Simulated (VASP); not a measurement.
Level of theory: PBE GGA, VASP's PBE PAW potentials (set 64) (plane waves; VASP).

Input for VASP

POSCAR:
```
SrO
1.0
  0.0000000000   2.6316000000   2.6316000000
  2.6316000000   0.0000000000   2.6316000000
  2.6316000000   2.6316000000   0.0000000000
Sr O
1 1
direct
  0.0000000000   0.0000000000   0.0000000000
  0.5000000000   0.5000000000   0.5000000000
```

### INCAR
```
# general
SYSTEM   =  SrO
PREC     =  Accurate
ENCUT    =  800
LREAL    =  F
LASPH    =  T

# electronic loop
EDIFF    =  1E-6
NELM     =  100
ALGO     =  Normal
LMAXMIX  =  4

# smearing
ISMEAR   =  0
SIGMA    =  0.05

# functional
GGA      =  PE

# ions
ISIF     =  2

# output
LWAVE    =  F
LCHARG   =  F
```

KPOINTS:
```
kpoints
0
Gamma
  8 8 8
0 0 0
```

POTCAR, in this order: Sr_sv O (PBE.64 set). Program: vasp_std.

What VASP printed:

File OUTCAR:
```
 ion  position               nearest neighbor table
   1  0.000  0.000  0.000-   2 2.63   2 2.63   2 2.63   2 2.63   2 2.63   2 2.63
   2  0.500  0.500  0.500-   1 2.63   1 2.63   1 2.63   1 2.63   1 2.63   1 2.63
  LATTYP: Found a face centered cubic cell.
 ALAT       =     5.2632000000
 Subroutine PRICEL returns:
 Original cell was already a primitive cell.
 Subroutine GETGRP returns: Found 48 space group operations
The static configuration has the point symmetry O_h .
The dynamic configuration has the point symmetry O_h .
 Subroutine INISYM returns: Found 48 space group operations
 Subroutine IBZKPT returns following result:
 Found     29 irreducible k-points:

 Following reciprocal coordinates:
            Coordinates               Weight
  0.000000  0.000000  0.000000      1.000000
  0.125000  0.000000  0.000000      8.000000
  0.250000  0.000000  0.000000      8.000000
  0.375000  0.000000  0.000000      8.000000
  0.500000  0.000000  0.000000      4.000000
  0.125000  0.125000  0.000000      6.000000
  0.250000  0.125000  0.000000     24.000000
  0.375000  0.125000  0.000000     24.000000
  0.500000  0.125000  0.000000     24.000000
...
```

### OSZICAR
```
       N       E                     dE             d eps       ncg     rms          rms(c)
DAV:   1     0.103853809555E+03    0.10385E+03   -0.11218E+04   696   0.181E+03
DAV:   2    -0.876191523226E+01   -0.11262E+03   -0.10273E+03   984   0.285E+02
DAV:   3    -0.141154507365E+02   -0.53535E+01   -0.52904E+01   896   0.632E+01
DAV:   4    -0.142511438482E+02   -0.13569E+00   -0.13558E+00  1004   0.883E+00
DAV:   5    -0.142523047892E+02   -0.11609E-02   -0.11609E-02   900   0.808E-01    0.148E+01
DAV:   6    -0.121872090148E+02    0.20651E+01   -0.10800E+01   804   0.238E+01    0.178E+01
DAV:   7    -0.120587941727E+02    0.12841E+00   -0.68864E-01   884   0.722E+00    0.100E+01
DAV:   8    -0.120497105958E+02    0.90836E-02   -0.14224E-01   736   0.429E+00    0.745E-01
DAV:   9    -0.120506541239E+02   -0.94353E-03   -0.12890E-02  1000   0.950E-01    0.230E-01
DAV:  10    -0.120513372231E+02   -0.68310E-03   -0.10550E-03   756   0.337E-01    0.768E-02
DAV:  11    -0.120514866363E+02   -0.14941E-03   -0.22162E-04   808   0.133E-01    0.494E-02
DAV:  12    -0.120515044444E+02   -0.17808E-04   -0.27648E-05   784   0.532E-02    0.330E-02
DAV:  13    -0.120515030464E+02    0.13980E-05   -0.35911E-06   848   0.239E-02    0.282E-03
DAV:  14    -0.120515028314E+02    0.21498E-06   -0.43742E-07   448   0.701E-03
   1 F= -.12051503E+02 E0= -.12051503E+02  d E =-.855524E-24
```

OUTCAR:
```
------------------------ aborting loop because EDIFF is reached ----------------------------------------
  FORCE on cell =-STRESS in cart. coord.  units (eV):
  Direction    XX          YY          ZZ          XY          YZ          ZX
  --------------------------------------------------------------------------------------
  Total       -0.5910716     -0.5910716     -0.5910716      0.0000000      0.0000000     -0.0000000
  in kB      -25.9813123    -25.9813123    -25.9813123      0.0000000      0.0000000     -0.0000000
  external PRESSURE =     -25.9813123 kB  Pullay stress =       0.0000000 kB
  volume of cell :       36.45
      direct lattice vectors                 reciprocal lattice vectors
     0.000000000  2.631600000  2.631600000    -0.189998480  0.189998480  0.189998480
     2.631600000  0.000000000  2.631600000     0.189998480 -0.189998480  0.189998480
     2.631600000  2.631600000  0.000000000     0.189998480  0.189998480 -0.189998480
  FREE ENERGIE OF THE ION-ELECTRON SYSTEM (eV)
  ---------------------------------------------------
  free  energy   TOTEN  =       -12.0515028314 eV

  energy  without entropy=      -12.0515028314  energy(sigma->0) =      -12.05150283
```
(Selected blocks of OUTCAR.)

The compound is SrO in the rock salt structure. The cell was not relaxed at this level. The run is one of a series of settings (ENCUT = 800 against the base run), some of them coarse on purpose.
